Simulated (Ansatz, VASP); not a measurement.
# P: VASP beside Ansatz, part 2 of 2

Wanted: the spread between two codes on one cell, functional and k mesh. The cell is taken from a series of runs on this material, whose earlier steps may have relaxed, scaled, displaced or heated it; both programs get it as it stands.

VASP 6.6.1 and Ansatz 0.2.0.

So far: The starting structure; VASP: zone-centre phonons, PBE with D3(BJ).

**3. Ansatz: zone-centre phonons, PBE with D3(BJ)**

Level of this step: Ansatz beside VASP: Kohn-Sham DFT, plane waves, PBE with D3(BJ) (Ansatz).

Ansatz runs on its PAW soft_1 files.

The same cell, functional, mesh and smearing now go to Ansatz, which takes its cutoff from its data sets.

input.yaml

```yaml
crystal:
  lattice:
    - [1.627955362, -4.9963241034, 0.0]
    - [1.627955362, 4.9963241034, 0.0]
    - [0.0, 0.0, 4.2477143782]
  atoms:
    - { symbol: P, position: [0.8919768568, 0.1080231432, 0.07379012] }
    - { symbol: P, position: [0.6080231432, 0.3919768568, 0.57379012] }
    - { symbol: P, position: [0.1080231432, 0.8919768568, 0.92620988] }
    - { symbol: P, position: [0.3919768568, 0.6080231432, 0.42620988] }
kpoints:
  mp_grid: { grid: [16, 16, 12] }
hamiltonian:
  xc: pbe
  dispersion: d3bj
  pseudopotentials: { kind: paw, azcp: { folder: soft_1 } }
scf:
  occupations: { method: methfessel_paxton, width: 0.2 }
output:
  eigenvalues: true
phonons:
  method: dfpt
```

Run with:

```sh
> ansatz run input.yaml --threads 8 --pin off --max-ram 16384MiB --backend cpu --events-out ev --progress --plain --runs-dir out
```

Numbers of over 12 decimals in the logs are rounded to 6 here.

The log of the run:

```text
zone centre: on kpoints.mp_grid the ground state, and the responses unless they are solved on pairs of k-points, stand on 826 of the mesh's 3072 k-points, reduced under 2 symmetry operations, with k and −k counted as one. Each operation leaves every solved displacement unchanged or reverses it
Engine: ansatz 0.2.0, aarch64-unknown-linux-gnu
Pseudopotentials: kind: paw
Pseudopotential: P, paw, valence charge 5, recommended cutoff 420 eV (normal), soft_1/P.paw.azcp
Functional definition: PBE
  parameter kappa = 0.804
  parameter beta = 0.066725
  exchange = pbe_x(kappa = kappa, mu = beta*pi^2/3)
  correlation = pbe_c(beta = beta)
Crystal: 4 atoms, lattice volume = 69.100 Å³
Basis set: ecut = 420 eV, 1351 PW (Γ), exchange–correlation on 72×72×60 points (8 copies of the dense FFT grid, shifted against one another)
Bands: 14, of which v1, the nominal top of the filled ones, is band 10 counted from 1 (9 counted from 0)
Symmetry: 8 space group operations
k-points: 826 of 3072 (irreducible under 2 space group operations, time reversal used)
Non-local potential: P, projectors of the file, l = 0: 2, l = 1: 2, l = 2: 1
PAW form: soft (Blöchl's): semilocal exchange-correlation on the pseudo side does not see the compensation charge
PAW one-centre angular grid: P, 110 points (default); XC on 64 Gauss nodes
Initial density: superposition of atomic densities (chi_scale 0.1, normalization cell)
Initial wavefunctions: pseudopotential atomic-orbital guess
Functional: x = pbe(κ = 0.804, μ = 0.219515), c = pbe(β = 0.066725)
SCF iter   1: F=—  HF=-3024.291831 eV  |F-HF|=—  |Δ(HF+E_count)|=         —  Δρ=4.04e-2  dr2=7.33e-1  ethr=3.10e-3  ⟨swp⟩=7.5  Hψ=193157  notcnv=0
automatic band count: the SCF goes on with 18 bands, as 14 were too few: they end inside the smearing window of the response
preconditioner: auto → Kerker (q_TF=auto, 2.219 Å⁻¹)  [metal: Δε(μ)=0.050 eV  Ē_g=10.836 eV  σ=0.200 eV  W_gap=0.21  n_scr=12 (ndim 8)  ℏωp=20.0 eV  f_vac=0.000  D(μ)=0.17/eV (n_scr^D=0)]
SCF iter   2: F=—  HF=-3024.192766 eV  |F-HF|=—  |Δ(HF+E_count)|=   9.91e-2  S|Δr|=    0.00e0  Δρ=2.44e-2  dr2=2.86e-1  ethr=3.10e-3  ⟨swp⟩=1.0  Hψ=21516  notcnv=0
SCF iter   3: F=—  HF=-3024.133963 eV  |F-HF|=—  |Δ(HF+E_count)|=   5.88e-2  S|Δr|=    0.00e0  Δρ=2.09e-3  dr2=1.98e-3  ethr=1.43e-3  ⟨swp⟩=1.9  Hψ=17963  notcnv=0
SCF iter   4: F=—  HF=-3024.135332 eV  |F-HF|=—  |Δ(HF+E_count)|=   1.37e-3  S|Δr|=    0.00e0  Δρ=6.71e-4  dr2=2.97e-4  ethr=9.92e-6  ⟨swp⟩=2.2  Hψ=20910  notcnv=0
SCF iter   5: F=—  HF=-3024.135551 eV  |F-HF|=—  |Δ(HF+E_count)|=   2.19e-4  S|Δr|=    0.00e0  Δρ=9.49e-5  dr2=6.13e-6  ethr=1.49e-6  ⟨swp⟩=2.5  Hψ=21330  notcnv=0
SCF iter   6: F=—  HF=-3024.135553 eV  |F-HF|=—  |Δ(HF+E_count)|=   1.96e-6  S|Δr|=    0.00e0  Δρ=2.05e-5  dr2=3.68e-7  ethr=3.06e-8  ⟨swp⟩=2.5  Hψ=21584  notcnv=0
SCF iter   7: F=—  HF=-3024.135553 eV  |F-HF|=—  |Δ(HF+E_count)|=   3.37e-8  S|Δr|=    0.00e0  Δρ=4.10e-6  dr2=1.91e-8  ethr=1.84e-9  ⟨swp⟩=2.7  Hψ=22274  notcnv=0  defer=167
SCF iter   8: F=—  HF=-3024.135553 eV  |F-HF|=—  |Δ(HF+E_count)|=   4.10e-9  S|Δr|=    0.00e0  Δρ=7.27e-7  dr2=1.16e-9  ethr=9.55e-11  ⟨swp⟩=2.6  Hψ=20829  notcnv=0  defer=176
SCF iter   9: F=—  HF=-3024.135553 eV  |F-HF|=—  |Δ(HF+E_count)|=  3.87e-11  S|Δr|=    0.00e0  Δρ=2.00e-7  dr2=5.20e-11  ethr=5.78e-12  ⟨swp⟩=2.6  Hψ=20091  notcnv=0  defer=178
SCF iter  10: F=-3024.135553 eV  HF=-3024.135553 eV  |F-HF|=4.55e-13  |Δ(HF+E_count)|=  1.82e-12  S|Δr|=    0.00e0  Δρ=3.72e-8  dr2=2.11e-12  ethr=1.00e-12  ⟨swp⟩=14.0  Hψ=98504  notcnv=0
SCF 1 converged in 10 iterations: F = -3024.135553 eV  dr2 = 2.11e-12
  greatest PAW one-centre occupation: 0.809 electrons in one spin orbital (limit 2), on the P atom at site 3 (counted from 0), in its partial waves of l = 0
DFPT response loops at Γ: preconditioner auto → Kerker (q_TF=auto, 2.219 Å⁻¹) (partly filled bands, converged f_vac=0.000); β = 1.00, the filter's whole step (`scf.mixing.beta` (0.50) is not read by the response loops under this deck's `scf.mixing.preconditioner`; to damp them name `kerker` or `kerker_dos`, under which they read `scf.mixing.beta`, and type it under 1.00, their step now; both keys bind the ground state too); Broyden in place of MSR1
SCF converged after 10 iterations
Stability not checked: this state was not tested for a lower state beside it, because cold or Methfessel-Paxton smearing, or corrected tetrahedra, fill the levels in a way that the test cannot read (fill_not_monotonic; see scf.lower_state_search)
Free energy (F): -3024.135553 eV
Harris-Foulkes:  -3024.135553 eV  (|F-HF|=4.55e-13)
Internal energy: -3024.136934 eV  (E = F + TS)
E sigma→0 (E₀):  -3024.135898 eV
Entropy (-TS):   0.001381 eV (0.345 meV/atom)
Fermi energy:    8.814458 eV
Step filling:    the computed levels leave a gap of 0.0000 eV = 0.0 smearing widths at the electron count; against every level under it full and every level over it empty, smearing changes F+E_penalty+E_count by +0.469 meV and its σ→0 estimate by +0.124 meV
--- Per-component energies (eV) ---
  E_band       = 39.334603
  E_kinetic    = 276.552802
  E_local      = -201.774943  (includes V_loc(G=0)·N_el)
  E_nonlocal   = 130.519998
  E_hartree    = 54.866004
  E_xc         = -292.118010
  E_vxc        = -244.880632  (∫ρ·V_xc dr)
  E_paw        = -2232.658473  (= ΣΔE_a)
  E_vpaw       = -30.814641  (= ΣTr[D̂ρ^β])
  E_aug_tail   = -0.000001  (compensation charges beyond the density's cutoff)
  E_ewald      = -757.899090
  E_disp       = -1.625221  (pairwise vdW)
  E_smearing   = 0.001381  (= −TS)
  E_closure    = -0.000000  (closes the sum)
  Σ components = -3024.135553   (vs F -3024.135553, Δ=0.00e0)
--- Band table (eV; the first three rows and the last of 826) ---
  k-point 0: bands = [... 6 lower, 4.9949, 5.7840, 6.3082, 7.1464, 9.5623, 10.2719, 10.8444, 12.2952, ... 4 higher]
  k-point 1: bands = [... 6 lower, 5.0271, 6.2950, 6.3091, 6.8510, 9.7863, 10.4213, 10.8208, 12.1402, ... 4 higher]
  k-point 2: bands = [... 6 lower, 5.1216, 6.2346, 6.3058, 7.1350, 10.1283, 10.7198, 10.9247, 11.7884, ... 4 higher]
  k-point 825: bands = [... 6 lower, 6.4626, 6.4626, 7.5221, 7.5221, 10.2682, 10.2682, 11.5783, 11.5783, ... 4 higher]
--- Phonons (Γ-DFPT): 3 representative perturbations + reference, on 826 of 3072 k-points (Σ response iterations 9) ---
  k mesh reduced under 2 symmetry operations, with k and −k counted as one. Each operation leaves every solved displacement unchanged or reverses it
  ASR residual: 6.730e-6 → 0.000e0 eV/Å²; symmetrization residual: 4.736e-7 eV/Å²
  pairwise dispersion correction: d3bj (s6 = 1.0, s8 = 0.7875, a1 = 0.4289, a2_bohr = 4.4407), with the weights of each atom's references fixed at the reference crystal's, and the forces and stress that the weights' published response gives there kept as a pressure on the atom's counted neighbours (hamiltonian.dispersion)
  ASR residual per site (eV/Å²): 6.73e-6 6.73e-6 6.73e-6 6.73e-6
  Γ frequencies (cm⁻¹): 0.00 0.00 0.00 116.74 177.23 220.82 367.84 408.32 427.59 437.24 459.71 474.35
  non-analytic LO–TO correction: not included (Born effective charges unavailable; polar crystals: no LO–TO splitting at Γ)
```

Reading the cycles: dr2 is the Hartree energy of the density residual (eV), the measure of convergence; HF is the Harris–Foulkes estimate of the energy, which meets the free energy F at convergence.

**4. Differences**

Known differences besides the potentials themselves: the cutoff is 420 eV in Ansatz and 500 eV in VASP; Ansatz takes the dispersion share of the force constants at frozen C6 weights, VASP differentiates the full forces; VASP uses finite displacements, Ansatz perturbation theory. Total energies have different zeros and are not compared.

The two programs side by side:

```csv
quantity,Ansatz,VASP,difference
optical mode 1 (cm⁻¹),116.7,118.8,-1.72 %
optical mode 2 (cm⁻¹),177.2,178.7,-0.84 %
optical mode 3 (cm⁻¹),220.8,221.3,-0.22 %
optical mode 4 (cm⁻¹),367.8,366.4,+0.40 %
optical mode 5 (cm⁻¹),408.3,408.5,-0.03 %
optical mode 6 (cm⁻¹),427.6,425.6,+0.47 %
optical mode 7 (cm⁻¹),437.2,435.6,+0.37 %
optical mode 8 (cm⁻¹),459.7,457.5,+0.49 %
optical mode 9 (cm⁻¹),474.4,472.9,+0.30 %
```

Modes are paired by rising frequency, not by their patterns, so a pair may set unlike modes beside each other; they are those without the splitting of longitudinal modes.

**5. Outcome**

* r.m.s. difference of the optical zone-centre modes, each program's sorted by frequency (zone-centre phonons, PBE with D3(BJ)): 1.6 cm⁻¹
* difference in optical mode 1 (zone-centre phonons, PBE with D3(BJ)): -1.7 %

**Reading.** The r.m.s. difference of the optical zone-centre modes, each program's sorted by frequency is 1.6 cm⁻¹ (zone-centre phonons, PBE with D3(BJ)). Among the rows given in per cent, the largest difference of the zone-centre phonons, PBE with D3(BJ) pair is in optical mode 1, -1.7 %. How closely two codes agree says nothing of how well the functional describes the real material.

[Lines on the potential files, build, host, timing and source positions are cut from VASP's logs without a mark.]

[Logs are printed without paths, hosts, clocks, repeated set-up lines and the standing remarks that a program may print on its own settings, such as how far it seeks lower states.]

[Hosts, paths, dates, database ids (printed as entryN), source tags and the programs' standing remarks are cut or masked in the printed files.]
